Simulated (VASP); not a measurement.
Here is the system:

```yaml
crystal:
  lattice:
    - [3.77701, 0.00000, 0.00000]
    - [0.00000, 3.77701, 0.00000]
    - [0.00000, 0.00000, 3.77701]
  atoms:
    - { symbol: Sr, position: [0.00000, 0.00000, 0.00000] }
    - { symbol: V, position: [0.50000, 0.50000, 0.50000] }
    - { symbol: O, position: [0.50000, 0.00000, 0.50000] }
    - { symbol: O, position: [0.00000, 0.50000, 0.50000] }
    - { symbol: O, position: [0.50000, 0.50000, 0.00000] }
```

Method: PBEsol GGA, VASP's PBE PAW potentials (set 64) (plane waves; VASP). Numerical set-up: 520 eV cut-off, 8×8×8 Γ-centred mesh, first-order Methfessel-Paxton smearing of 0.10 eV, potentials Sr_sv V_sv O.

### Question
Give the stress tensor in GPa (positive for a compressed cell).

### Answer

```
6.47  0.00  0.00
0.00  6.47  0.00
0.00  0.00  6.47
```
The pressure is its mean diagonal, 6.47 GPa.

The compound is SrVO3 in the cubic perovskite structure. This cell is one point of a volume scan, at 0.97 of the reference volume. The run is not spin-polarised, so no magnetic state was tried. The electron count is odd and the run is not spin-polarised, which forces a metal.
